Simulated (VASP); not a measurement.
```
CELL_PARAMETERS angstrom
      4.36571     0.00000     0.00000
      0.00000     4.36571     0.00000
      0.00000     0.00000     8.70316
ATOMIC_POSITIONS crystal
  Ho 0.00000 0.50000 0.72962
  Ho 0.50000 0.00000 0.27038
  Te 0.00000 0.50000 0.37176
  Te 0.50000 0.00000 0.62824
  Te 0.00000 0.00000 0.00000
  Te 0.50000 0.50000 0.00000
```

Method: PBEsol GGA with spin-orbit coupling, VASP's PBE PAW potentials (set 64) (plane waves; VASP 6.6.1). Settings: 400 eV cut-off, 6×6×4 Γ-centred mesh, Gaussian smearing of 0.050 eV, potentials Ho_3 Te.

The 4f electrons are frozen in the core of the lanthanide potential, so 4f levels, which can set the real gap, and their magnetism are missing.

Question: Predict the energy per atom (σ→0), band gap (over mesh and band path) with the smallest direct gap where there is one.

Answer: 
- band gap (over mesh and band path) = none (metal, semimetal or under 0.01 eV)
- energy per atom (σ→0) = -5.328 eV/atom

The absolute energy has meaning only against runs of the same code, potentials and settings.

The structure comes from a computed database's HoTe2 entry (P4/nmm); how it stands against other phases isn't given here. It was relaxed first.
